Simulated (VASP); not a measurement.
C (diamond) is relaxed at rising pressure, each step from the one before. Symmetry mostly holds the structure type, and other phases were not tried. The mesh follows the cell, and a change of mesh leaves a small step in the series.

Data:

```yaml
crystal:
  lattice:
    - [0.00000, 1.76676, 1.76676]
    - [1.76676, 0.00000, 1.76676]
    - [1.76676, 1.76676, 0.00000]
  atoms:
    - { symbol: C, position: [0.00000, 0.00000, 0.00000] }
    - { symbol: C, position: [0.25000, 0.25000, 0.25000] }
```

Calculation: LDA (Ceperley-Alder, Perdew-Zunger), VASP's LDA PAW potentials (set 64) (plane waves; VASP). Numerical set-up: 620 eV cut-off, 13×13×13 Γ-centred mesh, Gaussian smearing of 0.050 eV, potentials C.

| P (GPa) | V (Å³/atom) | H − H(0) (eV/atom) | space group | k-mesh |
|---|---|---|---|---|
| 0 | 5.51 | 0.000 | Fd-3m | 13×13×13 |
| 5 | 5.46 | 0.172 | Fd-3m | 13×13×13 |
| 10 | 5.40 | 0.341 | Fd-3m | 13×13×13 |
| 20 | 5.30 | 0.676 | Fd-3m | 13×13×13 |
| 30 | (withheld) | (withheld) | Fd-3m | 13×13×13 |
| 45 | (withheld) | (withheld) | Fd-3m | 13×13×13 |

### Question
Some entries are withheld; supply them.

### Answer

- 45, V (Å³/atom): 5.08
- 45, H − H(0) (eV/atom): 1.486
- 30, V (Å³/atom): 5.21
- 30, H − H(0) (eV/atom): 1.004

Pressures at which the relaxation failed are left out.

The compound is C in the diamond structure.
